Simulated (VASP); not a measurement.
Calculation: PBE GGA, VASP's PBE PAW potentials (set 64) (plane waves; VASP).

VASP input:

**KPOINTS**
```
Automatic mesh
0
Gamma
11 11 6
0 0 0
```

POSCAR:
```
Tl
1
    1.7975144356    -3.1133864449     0.0000000000
    1.7975144356     3.1133864449     0.0000000000
    0.0000000000    -0.0000000000     5.6302384102
Tl
2
Direct
  0.3333330000   0.6666670000   0.2500000000
  0.6666670000   0.3333330000   0.7500000000
```

### INCAR
```
ALGO=Normal
EDIFF=1E-6
EDIFFG=-0.01
ENCUT=480
GGA=PE
IBRION=2
ISIF=3
ISMEAR=1
LASPH=T
LCHARG=F
LMAXMIX=4
LREAL=F
LWAVE=F
NELM=100
NSW=60
PREC=Accurate
SIGMA=0.1
SYSTEM=Tl
```

POTCAR, in this order: Tl_d (PBE.64 set). Program: vasp_std.

Output

File OUTCAR:
```
 ion  position               nearest neighbor table
   1  0.333  0.667  0.250-   2 3.50   2 3.50   2 3.50   2 3.50   2 3.50   2 3.50
   2  0.667  0.333  0.750-   1 3.50   1 3.50   1 3.50   1 3.50   1 3.50   1 3.50
  LATTYP: Found a hexagonal cell.
 ALAT       =     3.5950289709
 C/A-ratio  =     1.5661176741
 Subroutine PRICEL returns:
 Original cell was already a primitive cell.
 Subroutine GETGRP returns: Found 24 space group operations
The static configuration has the point symmetry D_3d.
 The point group associated with its full space group is D_6h.
The dynamic configuration has the point symmetry D_3d.
 Subroutine INISYM returns: Found 24 space group operations
 Subroutine IBZKPT returns following result:
 Found     64 irreducible k-points:

 Following reciprocal coordinates:
            Coordinates               Weight
  0.000000  0.000000  0.000000      1.000000
  0.090909 -0.000000  0.000000      6.000000
  0.181818 -0.000000  0.000000      6.000000
  0.272727  0.000000  0.000000      6.000000
  0.363636 -0.000000  0.000000      6.000000
  0.454545 -0.000000  0.000000      6.000000
  0.090909  0.090909  0.000000      6.000000
  0.181818  0.090909  0.000000     12.000000
  0.272727  0.090909  0.000000     12.000000
  0.363636  0.090909  0.000000     12.000000
  0.454545  0.090909  0.000000      6.000000
  0.181818  0.181818  0.000000      6.000000
  0.272727  0.181818  0.000000     12.000000
  0.363636  0.181818  0.000000     12.000000
  0.272727  0.272727  0.000000      6.000000
  0.363636  0.272727  0.000000      6.000000
  0.000000  0.000000  0.166667      2.000000
  0.090909 -0.000000  0.166667     12.000000
  0.181818 -0.000000  0.166667     12.000000
  0.272727  0.000000  0.166667     12.000000
  0.363636 -0.000000  0.166667     12.000000
  0.454545 -0.000000  0.166667     12.000000
...
```

File OSZICAR:
```
       N       E                     dE             d eps       ncg     rms          rms(c)
DAV:   1     0.120421423173E+03    0.12042E+03   -0.13714E+04  2184   0.134E+03
DAV:   2    -0.242829212717E+01   -0.12285E+03   -0.12127E+03  2381   0.281E+02
DAV:   3    -0.448701329845E+01   -0.20587E+01   -0.20462E+01  2537   0.326E+01
DAV:   4    -0.450001693891E+01   -0.13004E-01   -0.13003E-01  2408   0.265E+00
DAV:   5    -0.450018310168E+01   -0.16616E-03   -0.16616E-03  2506   0.303E-01    0.226E+00
DAV:   6    -0.446508057895E+01    0.35103E-01   -0.70846E-02  2292   0.219E+00    0.163E+00
DAV:   7    -0.445925909568E+01    0.58215E-02   -0.28662E-02  2271   0.139E+00    0.645E-01
DAV:   8    -0.445894973009E+01    0.30937E-03   -0.17123E-03  2282   0.341E-01    0.333E-02
DAV:   9    -0.445895667600E+01   -0.69459E-05   -0.13538E-05  2625   0.338E-02    0.121E-02
DAV:  10    -0.445896284274E+01   -0.61667E-05   -0.58849E-06  1773   0.221E-02    0.108E-03
DAV:  11    -0.445896299375E+01   -0.15102E-06   -0.29648E-07  1185   0.521E-03
   1 F= -.44589630E+01 E0= -.44582631E+01  d E =-.445896E+01
       N       E                     dE             d eps       ncg     rms          rms(c)
DAV:   1    -0.445945966454E+01   -0.49682E-03   -0.97801E-03  2201   0.866E-01    0.125E-01
DAV:   2    -0.445903983170E+01    0.41983E-03   -0.90324E-04  2235   0.252E-01    0.411E-02
DAV:   3    -0.445897983755E+01    0.59994E-04   -0.18938E-04  2224   0.118E-01    0.302E-02
DAV:   4    -0.445897950602E+01    0.33153E-06   -0.11238E-05  2228   0.250E-02    0.286E-03
DAV:   5    -0.445897908337E+01    0.42266E-06   -0.20610E-06  1207   0.125E-02
   2 F= -.44589791E+01 E0= -.44582891E+01  d E =-.160896E-04
```

### OUTCAR
```
------------------------ aborting loop because EDIFF is reached ----------------------------------------
  FORCE on cell =-STRESS in cart. coord.  units (eV):
  Direction    XX          YY          ZZ          XY          YZ          ZX
  --------------------------------------------------------------------------------------
  Total       -0.0051510     -0.0051510      0.0104983      0.0000000      0.0000000      0.0000000
  in kB       -0.1311211     -0.1311211      0.2672400      0.0000000      0.0000000      0.0000000
  external PRESSURE =       0.0016659 kB  Pullay stress =       0.0000000 kB
  volume of cell :       62.94
      direct lattice vectors                 reciprocal lattice vectors
     1.796496773 -3.111623801  0.000000000     0.278319453 -0.160687805 -0.000000000
     1.796496773  3.111623801  0.000000000     0.278319453  0.160687805 -0.000000000
     0.000000000  0.000000000  5.629714628    -0.000000000  0.000000000  0.177628897
 POSITION                                       TOTAL-FORCE (eV/Angst)
 -----------------------------------------------------------------------------------
      1.79650      1.03721      1.40743         0.000000      0.000000      0.000000
      1.79650     -1.03721      4.22229        -0.000000     -0.000000      0.000000
 -----------------------------------------------------------------------------------
    total drift:                               -0.000021      0.000479      0.000011
  FREE ENERGIE OF THE ION-ELECTRON SYSTEM (eV)
  ---------------------------------------------------
  free  energy   TOTEN  =        -4.4589790834 eV

  energy  without entropy=       -4.4569092237  energy(sigma->0) =       -4.45828913

 reached required accuracy - stopping structural energy minimisation
```
(Selected blocks of OUTCAR.)

**CONTCAR**
```
Tl
   1.00000000000000
     1.7964967727631243   -3.1116238009660617    0.0000000000000000
     1.7964967727631243    3.1116238009660617    0.0000000000000000
     0.0000000000000000    0.0000000000000000    5.6297146275722580
  Tl
     2
Direct
     0.3333330000000032    0.6666669999999968    0.2500000000000000
     0.6666669999999968    0.3333330000000032    0.7500000000000000
```

**OUTCAR**
```
 val. band max:        5.5389136959   @ k =   0.2727   0.1818   0.0000

 cond. band min:       5.5768913638   @ k =   0.2727   0.0909   0.3333


 Fermi energy:         5.5559067665

 k-point     1 :       0.0000    0.0000    0.0000
  band No.  band energies     occupation
      1      -6.0059      2.00000
      2      -5.8407      2.00000
      3      -5.8407      2.00000
      4      -5.8353      2.00000
      5      -5.7977      2.00000
      6      -5.7977      2.00000
      7      -5.7680      2.00000
      8      -5.7680      2.00000
      9      -5.4801      2.00000
     10      -5.4801      2.00000
     11      -3.8101      2.00000
     12       0.6405      2.00000
     13       3.2175      2.00000
     14      12.7494      0.00000
     15      12.7494      0.00000
     16      14.6840      0.00000
     17      14.6841      0.00000

 k-point     2 :       0.0909   -0.0000    0.0000
  band No.  band energies     occupation
      1      -5.9893      2.00000
      2      -5.8743      2.00000
      3      -5.8144      2.00000
      4      -5.8000      2.00000
      5      -5.7915      2.00000
      6      -5.7822      2.00000
      7      -5.7804      2.00000
      8      -5.7730      2.00000
      9      -5.5038      2.00000
     10      -5.4745      2.00000
     11      -3.6695      2.00000
     12       0.7309      2.00000
     13       3.3948      2.00000
     14      11.2349      0.00000
     15      12.1492      0.00000
     16      13.6121      0.00000
     17      14.9852      0.00000

 k-point     3 :       0.1818   -0.0000    0.0000
  band No.  band energies     occupation
      1      -5.9890      2.00000
      2      -5.8771      2.00000
      3      -5.8244      2.00000
      4      -5.8114      2.00000
      5      -5.7997      2.00000
      6      -5.7432      2.00000
      7      -5.7290      2.00000
      8      -5.7055      2.00000
      9      -5.5605      2.00000
     10      -5.4619      2.00000
     11      -3.2424      2.00000
...
```

Unless said otherwise, spin-orbit coupling is left out, though it shifts the bands of the heavy elements here.

The compound is Tl in the hcp structure. This run relaxes it. Symmetry was kept, so distortions that lower it aren't found. The start is the result of an earlier pass.
